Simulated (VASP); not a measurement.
Output of a VASP run:

OUTCAR:
```
 ion  position               nearest neighbor table
   1  0.000  0.000  0.000-   3 1.84   6 1.84   5 1.86   4 1.86   4 1.86   5 1.86
   2  0.500  0.500  0.500-   4 1.84   5 1.84   3 1.86   6 1.86   3 1.86   6 1.86
   3  0.302  0.302  0.000-   1 1.84   2 1.86   2 1.86
   4  0.802  0.198  0.500-   2 1.84   1 1.86   1 1.86
   5  0.198  0.802  0.500-   2 1.84   1 1.86   1 1.86
   6  0.698  0.698  0.000-   1 1.84   2 1.86   2 1.86
  LATTYP: Found a simple tetragonal cell.
 ALAT       =     4.3024894793
 C/A-ratio  =     0.6589306585
 Subroutine PRICEL returns:
 Original cell was already a primitive cell.
 Subroutine GETGRP returns: Found 16 space group operations
The static configuration has the point symmetry D_2h.
 The point group associated with its full space group is D_4h.
The dynamic configuration has the point symmetry D_2h.
The overall configuration has the point symmetry D_2h.
 Subroutine INISYM returns: Found 16 space group operations
 Subroutine IBZKPT returns following result:
 Found     60 irreducible k-points:

 Following reciprocal coordinates:
            Coordinates               Weight
  0.000000  0.000000  0.000000      1.000000
  0.142857  0.000000  0.000000      4.000000
  0.285714  0.000000  0.000000      4.000000
  0.428571  0.000000  0.000000      4.000000
  0.142857  0.142857  0.000000      4.000000
  0.285714  0.142857  0.000000      8.000000
  0.428571  0.142857  0.000000      8.000000
  0.285714  0.285714  0.000000      4.000000
  0.428571  0.285714  0.000000      8.000000
  0.428571  0.428571  0.000000      4.000000
  0.000000  0.000000  0.090909      2.000000
  0.142857  0.000000  0.090909      8.000000
  0.285714  0.000000  0.090909      8.000000
  0.428571  0.000000  0.090909      8.000000
  0.142857  0.142857  0.090909      8.000000
  0.285714  0.142857  0.090909     16.000000
  0.428571  0.142857  0.090909     16.000000
  0.285714  0.285714  0.090909      8.000000
  0.428571  0.285714  0.090909     16.000000
  0.428571  0.428571  0.090909      8.000000
  0.000000  0.000000  0.181818      2.000000
  0.142857  0.000000  0.181818      8.000000
  0.285714  0.000000  0.181818      8.000000
  0.428571  0.000000  0.181818      8.000000
  0.142857  0.142857  0.181818      8.000000
  0.285714  0.142857  0.181818     16.000000
  0.428571  0.142857  0.181818     16.000000
  0.285714  0.285714  0.181818      8.000000
  0.428571  0.285714  0.181818     16.000000
  0.428571  0.428571  0.181818      8.000000
  0.000000  0.000000  0.272727      2.000000
  0.142857  0.000000  0.272727      8.000000
  0.285714  0.000000  0.272727      8.000000
  0.428571  0.000000  0.272727      8.000000
  0.142857  0.142857  0.272727      8.000000
  0.285714  0.142857  0.272727     16.000000
  0.428571  0.142857  0.272727     16.000000
  0.285714  0.285714  0.272727      8.000000
  0.428571  0.285714  0.272727     16.000000
  0.428571  0.428571  0.272727      8.000000
   k-points           NKPTS =     60   k-points in BZ     NKDIM =     60   number of bands    NBANDS=     30
   number of dos      NEDOS =    301   number of ions     NIONS =      6
   total plane-waves  NPLWV =  31104
   dimension x,y,z NGX =    36 NGY =   36 NGZ =   24
   dimension x,y,z NGXF=    72 NGYF=   72 NGZF=   48
   ions per type =               2   4
   PREC   = accura    normal or accurate (medium, high low for compatibility)
   ISTART =      0    job   : 0-new  1-cont  2-samecut
   ICHARG =      2    charge: 1-file 2-atom 10-const
   ISPIN  =      2    spin polarized calculation?
   LNONCOLLINEAR =      F non collinear calculations
   LSORBIT =      F    spin-orbit coupling
   INIWAV =      1    electr: 0-lowe 1-rand  2-diag
   ENCUT  =  620.0 eV  45.57 Ry    6.75 a.u.   8.74  8.74  5.76*2*pi/ulx,y,z
   NELM   =    100;   NELMIN=  2; NELMDL= -5     # of ELM steps
   EDIFF  = 0.1E-05   stopping-criterion for ELM
   LREAL  =      F    real-space projection
...
```

File OSZICAR:
```
       N       E                     dE             d eps       ncg     rms          rms(c)
DAV:   1     0.663406805017E+03    0.66341E+03   -0.29752E+04  7200   0.208E+03
DAV:   2     0.913030008229E+01   -0.65428E+03   -0.61557E+03  7658   0.571E+02
DAV:   3    -0.685901586582E+02   -0.77720E+02   -0.75714E+02  8740   0.187E+02
DAV:   4    -0.708002318701E+02   -0.22101E+01   -0.21002E+01  8388   0.309E+01
DAV:   5    -0.708578267305E+02   -0.57595E-01   -0.57421E-01  9206   0.488E+00    0.402E+01
DAV:   6    -0.623775567105E+02    0.84803E+01   -0.14353E+02  8386   0.105E+02    0.326E+01
DAV:   7    -0.576670630139E+02    0.47105E+01   -0.83319E+01  8708   0.964E+01    0.172E+01
DAV:   8    -0.559800974077E+02    0.16870E+01   -0.56965E+00  7922   0.226E+01    0.687E+00
DAV:   9    -0.556293451897E+02    0.35075E+00   -0.18470E+00  9740   0.122E+01    0.205E+00
DAV:  10    -0.556319261516E+02   -0.25810E-02   -0.14702E-01  8078   0.347E+00    0.110E+00
DAV:  11    -0.556296155195E+02    0.23106E-02   -0.14369E-02  9656   0.910E-01    0.581E-01
DAV:  12    -0.556286391635E+02    0.97636E-03   -0.45308E-03  9656   0.637E-01    0.261E-01
DAV:  13    -0.556286253693E+02    0.13794E-04   -0.61539E-04  9304   0.221E-01    0.924E-02
DAV:  14    -0.556286087674E+02    0.16602E-04   -0.66428E-05  9202   0.563E-02    0.346E-02
DAV:  15    -0.556286030778E+02    0.56896E-05   -0.25582E-05  9088   0.402E-02    0.137E-02
DAV:  16    -0.556286031028E+02   -0.24969E-07   -0.24382E-06  5952   0.101E-02
   1 F= -.52353020E+02 E0= -.52352791E+02  d E =-.523530E+02  mag=     4.0025
```

**OUTCAR**
```
------------------------ aborting loop because EDIFF is reached ----------------------------------------
  FORCE on cell =-STRESS in cart. coord.  units (eV):
  Direction    XX          YY          ZZ          XY          YZ          ZX
  --------------------------------------------------------------------------------------
  Total        3.2799238      3.2799238      3.2900924      0.0000000      0.0000000      0.0000000
  in kB      100.1325247    100.1325247    100.4429612      0.0000000      0.0000000      0.0000000
  external PRESSURE =       0.2360036 kB  Pullay stress =     100.0000000 kB
  volume of cell :       52.48
      direct lattice vectors                 reciprocal lattice vectors
     4.302489479  0.000000000  0.000000000     0.232423578  0.000000000  0.000000000
     0.000000000  4.302489479  0.000000000     0.000000000  0.232423578  0.000000000
     0.000000000  0.000000000  2.835042226     0.000000000  0.000000000  0.352728432
 POSITION                                       TOTAL-FORCE (eV/Angst)
 -----------------------------------------------------------------------------------
      0.00000      0.00000      0.00000         0.000000      0.000000      0.000000
      2.15124      2.15124      1.41752         0.000000      0.000000      0.000000
      1.30013      1.30013      0.00000         0.011213      0.011213     -0.000000
      3.45138      0.85111      1.41752         0.011213     -0.011213      0.000000
      0.85111      3.45138      1.41752        -0.011213      0.011213     -0.000000
      3.00236      3.00236      0.00000        -0.011213     -0.011213      0.000000
 -----------------------------------------------------------------------------------
    total drift:                                0.000000      0.000000      0.000000
  FREE ENERGIE OF THE ION-ELECTRON SYSTEM (eV)
  ---------------------------------------------------
  free  energy   TOTEN  =       -55.6286031028 eV

  energy  without entropy=      -55.6279148552  energy(sigma->0) =      -55.62837369
  enthalpy is  TOTEN    =       -52.3530202918 eV   P V=        3.2755828109

 total charge

# of ion       s       p       d       tot
------------------------------------------
    1        0.392   6.553   4.187  11.132
    2        0.392   6.553   4.187  11.132
    3        1.560   3.491   0.000   5.051
    4        1.560   3.491   0.000   5.051
    5        1.560   3.491   0.000   5.051
    6        1.560   3.491   0.000   5.051
--------------------------------------------------
tot          7.024  27.071   8.375  42.470

 magnetization (x)

# of ion       s       p       d       tot
------------------------------------------
    1        0.025   0.030   1.913   1.968
    2        0.025   0.030   1.913   1.968
    3       -0.002  -0.015   0.000  -0.017
    4       -0.002  -0.015   0.000  -0.017
    5       -0.002  -0.015   0.000  -0.017
    6       -0.002  -0.015   0.000  -0.017
--------------------------------------------------
tot          0.043  -0.002   3.827   3.868

 reached required accuracy - stopping structural energy minimisation
```
(Selected blocks of OUTCAR.)

### POSCAR
```
CrO2
1
    4.3024894793     0.0000000000     0.0000000000
    0.0000000000     4.3024894793     0.0000000000
    0.0000000000     0.0000000000     2.8350422257
Cr O
2 4
Direct
  0.0000000000   0.0000000000   1.0000000000
  0.5000000000   0.5000000000   0.5000000000
  0.3021815633   0.3021815633   0.0000000000
  0.8021815633   0.1978184367   0.5000000000
  0.1978184367   0.8021815633   0.5000000000
  0.6978184367   0.6978184367   0.0000000000
```

Question: Write an INCAR and KPOINTS that could have produced this output.

Answer: One answer among several that fit: the input of the run itself, LDA (Ceperley-Alder, Perdew-Zunger), plane waves, VASP's LDA PAW potentials (set 64).

KPOINTS:
```
Automatic mesh
0
Gamma
7 7 11
0 0 0
```

### INCAR
```
PSTRESS  =  100   ! kbar
NELM  =  100
SYSTEM  =  CrO2
MAGMOM  =  2.0 2.0 -0.0 -0.0 -0.0 -0.0
EDIFFG  =  -0.02   ! ionic stop
LCHARG  =  .FALSE.
LWAVE  =  .FALSE.
NSW  =  40   ! most ionic steps
LASPH  =  .TRUE.
LMAXMIX  =  4
PREC  =  Accurate
ISPIN  =  2   ! spin-polarised
ENCUT  =  620
ISMEAR  =  1   ! Methfessel-Paxton
SIGMA  =  0.1
LORBIT  =  10
ALGO  =  Normal
ISIF  =  3   ! ions, shape and volume
IBRION  =  2   ! conjugate gradients
EDIFF  =  1E-6   ! SCF stop (eV)
LREAL  =  .FALSE.
```

POTCAR, in this order: Cr_pv O (LDA.64 set). Program: vasp_std.

The moments were started parallel, and other spin orders were not tried in this run.

The compound is CrO2 in the rutile structure. It was relaxed first under an external pressure of 10 GPa.
